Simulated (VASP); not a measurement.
Here is the system:

```
ZrO2
1.0
   -2.00838     2.00838     5.34748
    2.00838    -2.00838     5.34748
    2.00838     2.00838    -5.34748
Zr O
2 4
Direct
  0.50000   0.50000   0.00000
  0.25000   0.75000   0.50000
  0.29855   0.29855   0.00000
  0.04855   0.54855   0.50000
  0.45145   0.95145   0.50000
  0.70145   0.70145   0.00000
```

Computed with r2SCAN meta-GGA, VASP's PBE PAW potentials (set 64) (plane waves; VASP). Run with 520 eV cut-off, 9×9×9 Γ-centred mesh, tetrahedra with Blöchl corrections, potentials Zr_sv O.

The cores are frozen, which limits the accuracy of field gradients.

Question: Give the principal components of the electric field gradient (V/Å²) and the asymmetry η at each nucleus.

Answer: 
| atom | Vxx | Vyy | Vzz | η |
|---|---|---|---|---|
| Zr1 | -12.0 | -12.0 | 24.0 | 0.00 |
| Zr2 | -12.0 | -12.0 | 24.0 | 0.00 |
| O3 | 1.9 | 1.9 | -3.8 | 0.02 |
| O4 | 1.9 | 1.9 | -3.8 | 0.02 |
| O5 | 1.9 | 1.9 | -3.8 | 0.02 |
| O6 | 1.9 | 1.9 | -3.8 | 0.02 |

The structure was generated: ZrO2 was put into the anatase type (I4_1/amd), which need not be its known phase. It was relaxed first.
